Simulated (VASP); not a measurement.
A VASP calculation is set up with these files.

### INCAR
```
SYSTEM=Ta
PREC=Accurate; ENCUT=520; LREAL=.FALSE.
LASPH=.TRUE.
EDIFF=1E-7; NELM=100; ALGO=Normal
LMAXMIX=6
ISMEAR=1; SIGMA=0.1
GGA=RP
ISIF=2
LWAVE=.FALSE.; LCHARG=.FALSE.
```

**KPOINTS**
```
Automatic mesh
0
Gamma
15 15 15
0 0 0
```

POSCAR:
```
Ta
1
   -1.6686151055     1.6686151055     1.6686151055
    1.6686151055    -1.6686151055     1.6686151055
    1.6686151055     1.6686151055    -1.6686151055
Ta
1
Direct
  0.0000000000   0.0000000000   0.0000000000
```

POTCAR, in this order: Ta_pv (PBE.64 set). Program: vasp_std.

Write an equivalent input for Quantum ESPRESSO's pw.x.

One equivalent input (not run):
```
&CONTROL
  calculation = 'scf'
  pseudo_dir = './pseudo'
  outdir = './out'
  tprnfor = .true.
  tstress = .true.
/
&SYSTEM
  ibrav = 0
  nat = 1
  ntyp = 1
  ecutwfc = 58
  occupations = 'smearing'
  smearing = 'methfessel-paxton'
  degauss = 0.00735
  input_dft = 'rpbe'
/
&ELECTRONS
  conv_thr = 7.3e-09
  electron_maxstep = 100
/
ATOMIC_SPECIES
  Ta 180.948 Ta.upf
CELL_PARAMETERS angstrom
    -1.6686151    1.6686151    1.6686151
     1.6686151   -1.6686151    1.6686151
     1.6686151    1.6686151   -1.6686151
ATOMIC_POSITIONS crystal
  Ta   0.0000000  0.0000000  0.0000000
K_POINTS automatic
  15 15 15 0 0 0
```
The two are equivalent in intent, not identical: the potentials are each code's own (VASP's PAW set, PseudoDojo norm-conserving files in pw.x), so ENCUT and ecutwfc are chosen apart and not converted; conv_thr bounds pw.x's estimated SCF error, while EDIFF bounds the energy change between steps.

The compound is Ta in the bcc structure. It was relaxed first.
